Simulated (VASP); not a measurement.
Consider the following.

```xyz
6
Lattice="3.3173 0.0000 0.0000 -1.6586 2.8728 0.0000 0.0000 0.0000 13.6553" Properties=species:S:1:pos:R:3 pbc="T T T"
W      1.6586     0.9576    10.2415
W      0.0000     1.9152     3.4138
Se     1.6586     0.9576     5.1754
Se     0.0000     1.9152    12.0030
Se     0.0000     1.9152     8.4800
Se     1.6586     0.9576     1.6523
```

The numbers are results of r2SCAN meta-GGA, VASP's PBE PAW potentials (set 64) (plane waves; VASP), not measurements. Settings: PREC = Normal, EDIFF = 1E-5, 400 eV cut-off, 10×10×3 Γ-centred mesh, Gaussian smearing of 0.050 eV, potentials W_sv Se.

Question: The ions are relaxed. Give the cell that the relaxation ends in.

Answer: 
```xyz
6
Lattice="3.3173 0.0000 0.0000 -1.6586 2.8728 0.0000 0.0000 0.0000 13.6553" Properties=species:S:1:pos:R:3 pbc="T T T"
W      1.6586     0.9576    10.2415
W      0.0000     1.9152     3.4138
Se     1.6586     0.9576     5.0769
Se     0.0000     1.9152    11.9046
Se     0.0000     1.9152     8.5784
Se     1.6586     0.9576     1.7508
```
Space group P6_3/mmc (194), at a tolerance of 0.03 Å.

Question: How much energy does the relaxation gain?

Answer: The energy (σ→0) changes by -54.8 meV/atom, in 3 ionic steps.

The compound is WSe2 in the 2H layered structure. This run relaxes the ions in a fixed cell. Symmetry was kept, so distortions that lower it aren't found.
